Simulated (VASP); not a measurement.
Consider the following.

```
CELL_PARAMETERS angstrom
      3.25000     0.00000     0.00000
      0.00000     3.25000     0.00000
      0.00000     0.00000     3.25000
ATOMIC_POSITIONS crystal
  In 0.50000 0.50000 0.50000
  Pd 0.00000 0.00000 0.00000
```

Level of theory: r2SCAN meta-GGA, VASP's PBE PAW potentials (set 64) (plane waves; VASP). Settings: 400 eV cut-off, 10×10×10 Γ-centred mesh, first-order Methfessel-Paxton smearing of 0.10 eV, potentials In_d Pd.

### Question
Give the stress tensor in GPa (positive for a compressed cell).

### Answer

```
2.82  0.00  0.00
0.00  2.82  0.00
0.00  0.00  2.82
```
The pressure is its mean diagonal, 2.82 GPa.

The compound is PdIn in the CsCl type structure. The cell was not relaxed at this level. The run is one of a series of settings (GGA removed, LMIXTAU = .TRUE., METAGGA = R2SCAN against the base run), some of them coarse on purpose. The electron count is odd and the run is not spin-polarised, which forces a metal.
